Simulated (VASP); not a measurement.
A run of VASP 6.6.1 is set up as follows.

File INCAR:

```
SYSTEM = I
PREC = Accurate
ENCUT = 600
EDIFF = 1E-6
ISMEAR = 0
SIGMA = 0.03
LREAL = .FALSE.
LASPH = .TRUE.
NELM = 80
ALGO = Normal
ISIF = 3
LWAVE = .FALSE.
LCHARG = .FALSE.
GGA = PE
IBRION = 2
NSW = 90
EDIFFG = -0.01
PSTRESS = 99.0
```

The input KPOINTS:

```
Automatic mesh
0
G
  8 8 4
  0 0 0
```

POSCAR

```
I
1.0
    3.0815000000     -2.0717500000      0.0000000000
    3.0815000000      2.0717500000      0.0000000000
    0.0000000000      0.0000000000      9.2864000000
I
4
Direct
    0.8162400000      0.1837600000      0.6219700000
    0.1837600000      0.8162400000      0.3780300000
    0.6837600000      0.3162400000      0.1219700000
    0.3162400000      0.6837600000      0.8780300000
```

Potentials or basis: VASP PAW PBE potentials, release 64 (I).

Command:

```console
$ cat potpaw_PBE.64/I/POTCAR > POTCAR
$ mpirun -np 1 vasp_std > vasp.out
```

**Question.** What does it give for the relaxed cell?

**Answer.** a = 3.781 Å, b = 3.781 Å, c = 9.312 Å, α = 90.00°, β = 90.00°, γ = 65.94°.

**Question.** Predict the band gap on the k mesh.

**Answer.** 0.38 eV, indirect (least direct gap 0.81 eV).

The path:
| step | energy change (eV) | largest force (eV/Å) | pressure (GPa) | volume (Å³) |
| --- | --- | --- | --- | --- |
| 1 | 0.0000 | 0.4215 | 11.94 | 118.57 |
| 2 | -0.4180 | 0.0693 | 7.79 | 125.17 |
| 3 | -0.2501 | 0.1305 | 9.55 | 122.11 |
| 4 | -0.2723 | 0.1057 | 9.78 | 122.26 |
| 5 | -0.2756 | 0.1144 | 9.87 | 122.30 |
| 6 | -0.2731 | 0.0937 | 9.81 | 122.21 |
| 7 | -0.2613 | 0.0791 | 9.68 | 121.96 |
| 8 | -0.1945 | 0.0304 | 10.37 | 120.87 |
| 9 | -0.2272 | 0.0384 | 10.03 | 121.39 |
| 10 | -0.2374 | 0.0201 | 9.91 | 121.55 |
| 11 | -0.2354 | 0.0120 | 9.92 | 121.52 |
| 12 | -0.2413 | 0.0036 | 9.86 | 121.61 |
| 13 | -0.2408 | 0.0040 | 9.86 | 121.60 |
| 14 | -0.2397 | 0.0053 | 9.88 | 121.59 |

Caveat: the cell is relaxed towards a set pressure, so the enthalpy falls and the energy may rise; spin-orbit coupling is left out, which moves the levels of the heavy elements. A k mesh can miss the band edges.
